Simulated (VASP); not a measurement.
A run of VASP 6.6.1:

The input INCAR:

```
SYSTEM = Ag3F
  PREC = Accurate
  ENCUT = 520
  EDIFF = 1E-7
  ISMEAR = -1
  SIGMA = 0.05
  LREAL = .False.
  LASPH = .True.
  NELM = 100
  ALGO = Normal
  ISIF = 2
  LWAVE = .False.
  LCHARG = .False.
  GGA = PE
  NBANDS = 50
```

File KPOINTS:

```
Automatic mesh
0
Gamma
  5 5 6
  0 0 0
```

POSCAR

```
Ag3F
1.0
    5.8094883503      0.0000000000      0.0000000000
   -2.9047441752      5.0311644944      0.0000000000
    0.0000000000      0.0000000000      4.5763350000
Ag F
6 2
Direct
    0.1797060000      0.3374050000      0.2413670000
    0.1690940000      0.8336460000      0.2419500000
    0.6615020000      0.8332920000      0.2561660000
    0.8359170000      0.6709200000      0.7549060000
    0.8339720000      0.1719110000      0.7419320000
    0.3191140000      0.1611160000      0.7597880000
    0.3300210000      0.6612240000      0.7510760000
    0.6558070000      0.3218060000      0.2522560000
```

Potentials or basis: VASP PAW PBE potentials, release 64 (Ag, F).

Run with:

```bash
$ cat potpaw_PBE.64/Ag/POTCAR potpaw_PBE.64/F/POTCAR > POTCAR
$ mpirun -np 1 vasp_std > vasp.out
```

Hardware: 1 thread of Intel(R) Xeon(R) Platinum 8375C CPU @ 2.90GHz (Ice Lake), on a shared host.

Question: How long does it take, and how much memory?

Answer: Run time: 6.5 min on 1 thread of Intel(R) Xeon(R) Platinum 8375C CPU @ 2.90GHz (Ice Lake) (shared host), peak memory 0.51 GiB. Counts: scf iterations 15, k points 76.
